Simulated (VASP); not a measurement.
Si3N4: band structure with PBE

**The experiment to reproduce.**

From “Photoluminescence and electronic transitions in cubic silicon nitride”, 2016, pmc:4698759, for a powder of Si3N4: band gap 4.3 ± 0.25 eV (optical).

The system is Si3N4.

```xyz
14
Lattice="0.0000 3.8722 3.8722 3.8722 0.0000 3.8722 3.8722 3.8722 0.0000" Properties=species:S:1:pos:R:3 pbc="T T T"
Si    2.9042    2.9042    0.9681
Si    2.9042    0.9681    2.9042
Si    0.9681    2.9042    2.9042
Si    0.9681    0.9681    0.9681
Si    5.8083    5.8083    5.8083
Si    3.8722    3.8722    3.8722
N     2.8465    2.8465    2.8465
N     6.8340    4.7827    4.7827
N     4.7827    4.7827    6.8340
N     4.7827    6.8340    4.7827
N     4.8979    4.8979    2.8465
N     4.8979    2.8465    4.8979
N     6.8340    6.8340    6.8340
N     2.8465    4.8979    4.8979
```

The cell is a database's computed one.

```yaml
Program: VASP 6.6.1
Task: band structure
Functional: PBE
Potentials_or_basis: VASP PAW PBE potentials, release 64 (Si, N)
Cutoff: 520 eV
k_mesh: 6 × 6 × 6
Occupations: gaussian, width 0.03 eV
Spin: no spin polarisation
Further_INCAR_settings: ALGO = Fast; EDIFF = 1e-06; NBANDS = 45
```

```yaml
Pressure: 5.1 GPa
Largest_force: 0.059 eV/Å
Band_gap_on_the_k_mesh: 3.40 eV, indirect (least direct gap 3.44 eV)
Band_gap_along_the_path: 3.40 eV, indirect (least direct gap 3.44 eV)
```

Forces on the atoms (eV/Å):
```
Si   0.000  0.000  0.000
Si   0.000  0.000  0.000
Si   0.000  0.000  0.000
Si   0.000  0.000  0.000
Si   0.000  0.000  0.000
Si   0.000  0.000  0.000
N    0.034  0.034  0.034
N   -0.034  0.034  0.034
N    0.034  0.034 -0.034
N    0.034 -0.034  0.034
N   -0.034 -0.034  0.034
N   -0.034  0.034 -0.034
N   -0.034 -0.034 -0.034
N    0.034 -0.034 -0.034
```

Levels at the corners of the path, in eV from the valence-band top:
```csv
point,band 30,band 31,band 32,band 33,band 34,band 35
Γ,-0.04,-0.04,-0.04,3.40,3.40,3.40
X,-1.12,-0.45,-0.45,6.71,6.71,7.02
X,-1.12,-0.45,-0.45,6.71,6.71,7.02
W,-1.06,-0.76,-0.76,6.70,6.70,7.24
W,-1.06,-0.76,-0.76,6.70,6.70,7.24
K,-1.22,-0.99,-0.23,6.25,6.73,6.98
K,-1.22,-0.99,-0.23,6.25,6.73,6.98
Γ,-0.04,-0.04,-0.04,3.40,3.40,3.40
Γ,-0.04,-0.04,-0.04,3.40,3.40,3.40
L,-0.48,-0.35,-0.35,4.99,5.81,5.81
L,-0.48,-0.35,-0.35,4.99,5.81,5.81
U,-1.22,-0.99,-0.23,6.25,6.73,6.98
U,-1.22,-0.99,-0.23,6.25,6.73,6.98
W,-1.06,-0.76,-0.76,6.70,6.70,7.24
W,-1.06,-0.76,-0.76,6.70,6.70,7.24
L,-0.48,-0.35,-0.35,4.99,5.81,5.81
L,-0.48,-0.35,-0.35,4.99,5.81,5.81
K,-1.22,-0.99,-0.23,6.25,6.73,6.98
U,-1.22,-0.99,-0.23,6.25,6.73,6.98
X,-1.12,-0.45,-0.45,6.71,6.71,7.02
```

It took 3.6 min on 4 MPI ranks on Intel(R) Xeon(R) 6975P-C (Granite Rapids), on a shared host, peak memory 0.31 GiB a rank.

Against the measured gap of Si3N4, 4.3 eV (optical; powder; quoted in “Photoluminescence and electronic transitions in cubic silicon nitride”, 2016, pmc:4698759), the calculated 3.40 eV is off by -0.90 eV. 2 values of this kind are on record (4.3 to 4.8 eV); this one was drawn at random, those with a stated uncertainty first. The value is that of PBE, without temperature or zero-point motion. Semilocal functionals fall short of measured gaps as a rule. The cell is a database's relaxed one, not the measured one, which moves gaps too.
